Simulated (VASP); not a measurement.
All values below come from rev-vdW-DF2, VASP's PBE PAW potentials (set 64) (plane waves; VASP).

A VASP calculation is set up with these files.

INCAR:
```
AGGAC=0.0
ALGO=Normal
EDIFF=1E-7
EDIFFG=-0.01
ENCUT=520
GGA=MK
IBRION=2
ISIF=4
ISMEAR=0
LASPH=.True.
LCHARG=.False.
LMAXMIX=4
LREAL=.False.
LUSE_VDW=.True.
LWAVE=.False.
NELM=100
NSW=30
PARAM1=0.1234568
PARAM2=0.7114
PREC=Accurate
SIGMA=0.05
SYSTEM=PbO
ZAB_VDW=-1.8867
```

KPOINTS:
```
Automatic mesh
0
Gamma
6 6 5
0 0 0
```

### POSCAR
```
PbO
1
    4.0321628101     0.0000000000     0.0000000000
    0.0000000000     4.0321628101     0.0000000000
    0.0000000000     0.0000000000     5.0437284986
Pb O
2 2
Direct
  0.5000000000   0.0000000000   0.7640249564
  0.0000000000   0.5000000000   0.2359750436
  0.5000000000   0.5000000000   0.0000000000
  0.0000000000   0.0000000000   0.0000000000
```

POTCAR, in this order: Pb_d O (PBE.64 set). Program: vasp_std.

Unless said otherwise, spin-orbit coupling is left out, though it shifts the bands of the heavy elements here.

Q: Estimate the energy per atom (σ→0), band gap (on the k-mesh).

A: 
The energy per atom (σ→0) comes out as -319.0 kJ/mol of atoms and the band gap (on the k-mesh) is 1.33 eV.

**OSZICAR**
```
...
DAV:  11    -0.132230723989E+02   -0.23116E-04   -0.25806E-03  2464   0.401E-01    0.845E-02
DAV:  12    -0.132229824437E+02    0.89955E-04   -0.32236E-04  2064   0.209E-01    0.404E-02
DAV:  13    -0.132229672105E+02    0.15233E-04   -0.10603E-04  2168   0.767E-02    0.717E-03
DAV:  14    -0.132229668924E+02    0.31805E-06   -0.64935E-06  2088   0.286E-02    0.525E-03
DAV:  15    -0.132229658673E+02    0.10251E-05   -0.32646E-06  2048   0.242E-02    0.459E-04
DAV:  16    -0.132229660316E+02   -0.16426E-06   -0.27360E-07  1456   0.490E-03    0.647E-04
DAV:  17    -0.132229660390E+02   -0.73742E-08   -0.25608E-08   920   0.191E-03
   1 F= -.13222966E+02 E0= -.13222966E+02  d E =-.132230E+02
```

The compound is PbO in the litharge structure. It was relaxed first.
